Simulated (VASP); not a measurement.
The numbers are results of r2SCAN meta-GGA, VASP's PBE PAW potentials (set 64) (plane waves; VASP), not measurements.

VASP ran on this input.

File KPOINTS:
```
Automatic
0
G
18 18 18
```

**INCAR**
```
ENCUT=400   ! plane-wave cut-off (eV)
LASPH=.True.   ! aspherical one-centre terms
ISIF=3   ! ions, shape and volume
IBRION=2   ! conjugate gradients
EDIFFG=-0.01
PREC=Accurate
NSW=60   ! most ionic steps
ALGO=Normal
LWAVE=.False.
LREAL=.False.
ISMEAR=1   ! Methfessel-Paxton
SIGMA=0.1   ! width (eV)
LMIXTAU=.True.
NELM=100
LCHARG=.False.
METAGGA=R2SCAN
EDIFF=1E-6
SYSTEM=Be
```

File POSCAR:
```
Be
1
    0.0000000000     1.5971610000     1.5971610000
    1.5971610000     0.0000000000     1.5971610000
    1.5971610000     1.5971610000     0.0000000000
Be
1
Direct
  0.0000000000   0.0000000000   0.0000000000
```

POTCAR, in this order: Be (PBE.64 set). Program: vasp_std.

What will the output report for the number of irreducible k-points (NKPTS), number of bands (NBANDS), largest plane-wave count, number of space-group operations, FFT grid (NGX, NGY, NGZ)?

```json
{
  "number of irreducible k-points (NKPTS)": "195",
  "number of bands (NBANDS)": "5",
  "largest_plane_wave_count": "169",
  "number_of_space_group_operations": "48",
  "FFT grid (NGX, NGY, NGZ)": "16 × 16 × 16"
}
```

The structure was generated: Be was put into the fcc type (Fm-3m), which need not be its known phase. This run relaxes it. Symmetry was kept, so distortions that lower it aren't found.
